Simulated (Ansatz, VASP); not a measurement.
# Sc in two plane-wave programs, part 2 of 2

One calculation is typed for both programs; each brings its own data sets. How far apart do they land? The cell is taken from a series of runs on this material, whose earlier steps may have relaxed, scaled, displaced or heated it; both programs get it as it stands.

VASP 6.6.1 and Ansatz 0.2.0.

So far: Starting point; Ansatz: zone-centre phonons, LDA, pair 1; VASP: zone-centre phonons, LDA, pair 1; Differences.

### 5. VASP: zone-centre phonons, LDA, pair 2

Level of this step: LDA; plane waves and PAW (Sc_sv) (VASP).

Second derivatives magnify differences that forces hide, and they need a tight electronic threshold. The cell compared in this pair holds 46.83 Å³, against 45.93 Å³ for the pair before.

INCAR reads:

```
SYSTEM = Sc
PREC = Accurate
ENCUT = 500
EDIFF = 1E-08
NELM = 120
ISMEAR = 1
SIGMA = 0.2
LREAL = .FALSE.
ALGO = Normal
GGA = CA
NBANDS = 17
LASPH = .TRUE.
LORBIT = 11
LWAVE = .FALSE.
LCHARG = .FALSE.
ISIF = 2
IBRION = 8
GGA_COMPAT = .FALSE.
KPAR = 2
```

POSCAR reads:

```
Sc
1.0
    3.2715370351      0.0000000000      0.0000000000
   -1.6357685176      2.8332341818      0.0000000000
    0.0000000000      0.0000000000      5.0522004840
Sc
2
Direct
    0.3333333333      0.6666666667      0.2500000000
    0.6666666667      0.3333333333      0.7500000000
```

KPOINTS reads:

```
Automatic mesh
0
Gamma
15 15 8
0 0 0
```

The projector-augmented-wave data sets are Sc_sv (LDA family, release 64).

On the command line:

```console
$ mpirun -np 2 vasp_std
```

Numbers of over 12 decimals in the logs are rounded to 6 here.

The program printed:

```text
[... set-up lines as in an earlier step ...]
 entering main loop
       N       E                     dE             d eps       ncg     rms          rms(c)
DAV:   1     0.360429051345E+03    0.36043E+03   -0.10713E+04  4614   0.139E+03
DAV:   2     0.563752416272E+01   -0.35479E+03   -0.34810E+03  6022   0.593E+02
DAV:   3    -0.144384050939E+02   -0.20076E+02   -0.19420E+02  7691   0.177E+02
DAV:   4    -0.147885542179E+02   -0.35015E+00   -0.34560E+00  6748   0.201E+01
[...]
DAV:  12    -0.134375010930E+02    0.24081E-07   -0.26912E-07  7317   0.567E-03    0.707E-04
DAV:  13    -0.134375010771E+02    0.15827E-07   -0.15255E-08  4367   0.108E-03    0.975E-05
DAV:  14    -0.134375010777E+02   -0.53797E-09   -0.15739E-09  3905   0.819E-04
   1 F= -.13437501E+02 E0= -.13436433E+02  d E =-.320306E-02
 Linear response reoptimize wavefunctions to high precision
DAV:   1    -0.134375010777E+02   -0.60936E-10   -0.60960E-10  4386   0.460E-04
 Linear response DOF=           2
 Linear response progress:
  Degree of freedom:   1/  2
[...]
RMM:  24    -0.725981409517E+00    0.15581E-09   -0.97169E-07 47118   0.109E-02    0.426E-06
RMM:  25    -0.725981407701E+00    0.18168E-08   -0.94438E-07 47908   0.109E-02    0.456E-06
RMM:  26    -0.725981405941E+00    0.17600E-08   -0.88893E-07 47959   0.109E-02    0.467E-06
 first order change of Fermi-energy   0.16235E-04
 force on displaced ion       1 direction 1 :  -1.498  -0.000   0.000
 Linear response progress:
  Degree of freedom:   2/  2
       N       E                     dE             d eps       ncg     rms          rms(c)
RMM:   1    -0.790788059950E+00   -0.79079E+00   -0.10141E+02  6614   0.296E+02
RMM:   2    -0.792116955681E+00   -0.13289E-02   -0.19433E-01 10585   0.532E+00    0.132E-01
RMM:   3    -0.794075788746E+00   -0.19588E-02   -0.78536E-03 11187   0.101E+00    0.461E-02
RMM:   4    -0.793159279930E+00    0.91651E-03   -0.14258E-03 13424   0.303E-01    0.174E-02
[...]
RMM:  26    -0.792940975345E+00    0.70662E-08   -0.15644E-06 16286   0.120E-02    0.132E-06
RMM:  27    -0.792940979756E+00   -0.44110E-08   -0.15255E-06 16455   0.120E-02    0.136E-06
RMM:  28    -0.792940971527E+00    0.82285E-08   -0.14367E-06 16502   0.120E-02    0.132E-06
 first order change of Fermi-energy   0.58144E-04
 force on displaced ion       1 direction 3 :  -0.000   0.000  -4.273
 Linear response finished
```

OUTCAR, selected parts (step 5):

```text
  Total       -0.6434816     -0.6434816     -0.6403383      0.0000000      0.0000000      0.0000000
  in kB      -22.0156664    -22.0156664    -21.9081223      0.0000000      0.0000000      0.0000000
  external PRESSURE =     -21.9798184 kB  Pullay stress =       0.0000000 kB

 POSITION                                       TOTAL-FORCE (eV/Angst)
 -----------------------------------------------------------------------------------
     -0.00000      1.88882      1.26305         0.000000      0.000000      0.000000
      1.63577      0.94441      3.78915        -0.000000      0.000000      0.000000
 -----------------------------------------------------------------------------------
    total drift:                               -0.000000      0.000000     -0.000000

[... 1 part as in an earlier step ...]

[... 1 further part left out ...]
```

### 6. Ansatz: zone-centre phonons, LDA, pair 2

The same cell, functional (in two slightly different forms), mesh and smearing now go to Ansatz, which takes its cutoff from its data sets.

The cell is taken from a series of runs on this material, whose earlier steps may have relaxed, scaled, displaced or heated it; both programs get it as it stands.

input.yaml reads:

```yaml
crystal:
  lattice:
    - [3.2715370351, 0.0, 0.0]
    - [-1.6357685176, 2.8332341818, 0.0]
    - [0.0, 0.0, 5.052200484]
  atoms:
    - { symbol: Sc, position: [0.3333333333, 0.6666666667, 0.25] }
    - { symbol: Sc, position: [0.6666666667, 0.3333333333, 0.75] }
kpoints:
  mp_grid: { grid: [15, 15, 8] }
hamiltonian:
  xc: lda
  pseudopotentials: { kind: paw, azcp: { folder: soft_1 }, xc_functional: pbe }
scf:
  occupations: { method: methfessel_paxton, width: 0.2 }
output:
  eigenvalues: true
phonons:
  method: dfpt
```

On the command line:

```console
$ ansatz run input.yaml --threads 4 --pin off --max-ram 10240MiB --backend cpu --events-out ev --progress --plain --runs-dir out
```

The program printed:

```text
[...]
Crystal: 2 atoms, lattice volume = 46.829 Å³
Basis set: ecut = 420 eV, 953 PW (Γ), exchange–correlation on 48×48×72 points (8 copies of the dense FFT grid, shifted against one another)
Bands: 15, of which v1, the nominal top of the filled ones, is band 11 counted from 1 (10 counted from 0)
Symmetry: 24 space group operations
k-points: 320 of 1800 (irreducible under 4 space group operations, time reversal used)
[...]
k-point 1: bands = [... 7 lower, -17.9953, 4.3812, 7.6131, 10.2276, 10.9542, 10.9542, 11.2827, 11.4377]
  k-point 2: bands = [... 7 lower, -18.0276, 4.7105, 7.2244, 10.1220, 10.8648, 10.8648, 11.0698, 11.2606]
  k-point 319: bands = [... 7 lower, -18.0743, 8.0549, 8.0549, 9.5854, 9.5854, 10.1992, 10.1992, 11.7161]
[...]
ASR residual: 8.424e-5 → 0.000e0 eV/Å²; symmetrization residual: 2.303e-10 eV/Å²
  ASR residual per site (eV/Å²): 8.42e-5 8.42e-5
  Γ frequencies (cm⁻¹): 0.00 0.00 0.00 134.25 134.25 226.03
[...]
[key lines of the parts left out:]
SCF converged after 8 iterations
Free energy (F): -4178.015121 eV
Fermi energy:    9.430065 eV
```

### 7. Comparison

Compared:

```csv
quantity,Ansatz,VASP,difference
optical mode 1 to 2 (cm⁻¹),134.2,134.6,-0.29 %
optical mode 3 (cm⁻¹),226.0,227.4,-0.58 %
```

Modes are paired by rising frequency, not by their patterns, so a pair may set unlike modes beside each other; they are those without the splitting of longitudinal modes.

### 8. What came out

```
r.m.s. difference of the optical zone-centre modes, each program's sorted by frequency (zone-centre phonons, LDA, pair 1) : 0.89 cm⁻¹
difference in optical mode 3 (zone-centre phonons, LDA, pair 1)                                                           : -0.7 %
r.m.s. difference of the optical zone-centre modes, each program's sorted by frequency (zone-centre phonons, LDA, pair 2) : 0.83 cm⁻¹
difference in optical mode 3 (zone-centre phonons, LDA, pair 2)                                                           : -0.6 %
```

**Reading.** The r.m.s. difference of the optical zone-centre modes, each program's sorted by frequency is 0.89 cm⁻¹ (zone-centre phonons, LDA, pair 1). Among the rows given in per cent, the largest difference of the zone-centre phonons, LDA, pair 1 pair is in optical mode 3, -0.7 %. Among the rows given in per cent, the largest difference of the zone-centre phonons, LDA, pair 2 pair is in optical mode 3, -0.6 %. Such differences can come from data sets, numerical settings and the points named under the comparisons, not from the functional's error against experiment.

[Lines on the potential files, build, host, timing and source positions are cut from VASP's logs without a mark.]

[Logs are printed without paths, hosts, clocks, repeated set-up lines and the standing remarks that a program may print on its own settings, such as how far it seeks lower states.]

[Hosts, paths, dates, database ids (printed as entryN), source tags and the programs' standing remarks are cut or masked in the printed files.]
